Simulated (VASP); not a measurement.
All values below come from PW91 GGA, VASP's PBE PAW potentials (set 64) (plane waves; VASP 6.6.1).

The input files of a VASP run:

### INCAR
```
! general
SYSTEM =CdTe
PREC   =Accurate
ENCUT  =400   ! plane-wave cut-off (eV)
LREAL  =.False.   ! projection in real space or not
LASPH  =.True.

! electronic loop
EDIFF  =1E-6   ! SCF stop (eV)
NELM   =100   ! most electronic steps
ALGO   =Normal
LMAXMIX=4   ! l cut-off of mixed one-centre charges

! smearing
ISMEAR =0
SIGMA  =0.05   ! width (eV)

! functional
GGA    =91   ! PW91

! ions
ISIF   =2   ! forces and stress, cell fixed

! output
LWAVE  =.False.
LCHARG =.False.
```

File POSCAR:
```
CdTe
1
    0.0000000000     3.2400000000     3.2400000000
    3.2400000000     0.0000000000     3.2400000000
    3.2400000000     3.2400000000     0.0000000000
Cd Te
1 1
Direct
  0.0000000000   0.0000000000   0.0000000000
  0.2500000000   0.2500000000   0.2500000000
```

**KPOINTS**
```
Automatic mesh
0
Gamma
6 6 6
0 0 0
```

POTCAR, in this order: Cd Te (PBE.64 set). Program: vasp_std.

Unless said otherwise, spin-orbit coupling is left out, though it shifts the bands of the heavy elements here.

Q: What does the run give for the energy per atom (σ→0), pressure, band gap (on the k-mesh)?

A: 
```
Property                          Result
------------------------  --------------
energy per atom (σ→0)     -2.410 eV/atom
band gap (on the k-mesh)         0.76 eV
pressure                        2.40 GPa
```

### OSZICAR
```
...
DAV:   7    -0.481851949754E+01    0.15784E-01   -0.11953E-01   466   0.260E+00    0.188E+00
DAV:   8    -0.481882854081E+01   -0.30904E-03   -0.11119E-02   436   0.148E+00    0.495E-01
DAV:   9    -0.481906814433E+01   -0.23960E-03   -0.91492E-04   479   0.364E-01    0.138E-01
DAV:  10    -0.481913632653E+01   -0.68182E-04   -0.13507E-04   446   0.109E-01    0.661E-02
DAV:  11    -0.481917868950E+01   -0.42363E-04   -0.88443E-05   439   0.711E-02    0.356E-02
DAV:  12    -0.481917666378E+01    0.20257E-05   -0.53795E-06   486   0.213E-02    0.188E-02
DAV:  13    -0.481917655130E+01    0.11248E-06   -0.67143E-07   293   0.474E-03
   1 F= -.48191766E+01 E0= -.48191766E+01  d E =-.370595E-13
```

The compound is CdTe in the zinc blende structure. The cell was not relaxed at this level. The run is one of a series of settings (GGA = 91 against the base run), some of them coarse on purpose.
